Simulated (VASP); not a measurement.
```
CELL_PARAMETERS angstrom
      3.51000     0.00000     0.00000
      0.00000     3.51000     0.00000
      0.00000     0.00000     3.51000
ATOMIC_POSITIONS crystal
  Si 0.00000 0.00000 0.00000
  Ni 0.00000 0.50000 0.50000
  Ni 0.50000 0.00000 0.50000
  Ni 0.50000 0.50000 0.00000
```

The base run (VASP): PBE GGA, plane waves, VASP's PBE PAW potentials (set 64). Numerical set-up: 400 eV cut-off, 8×8×8 Γ-centred mesh, first-order Methfessel-Paxton smearing of 0.10 eV, potentials Si Ni.

One setting is varied; ΔE counts from the most expensive setting. The base run took about 10 core-seconds. The timings are rough (shared machines, no repeats); factors under 2 mean little.

The pressure holds a Pulay error that falls with the cut-off, as the column shows.

```
setting      cost over the base run  electronic steps  ΔE (meV/atom)  pressure (GPa)
-----------  ----------------------  ----------------  -------------  --------------
ENCUT = 150               about 1/3                13         4471.4         -546.00
ENCUT = 200    within a factor of 2                15          341.0          -88.18
ENCUT = 300    within a factor of 2                13           -5.5           -0.92
base run                  reference                13           -1.0           -1.13
ENCUT = 500    within a factor of 2                13           -0.2           -0.67
ENCUT = 600    within a factor of 2                13            0.0           -0.74
ENCUT = 800           about 2 times                13            0.0           -0.66
```

Left out are runs that failed, have no time on record or changed the cell.

The compound is Ni3Si in the L1_2 structure. The cell was not relaxed at this level.
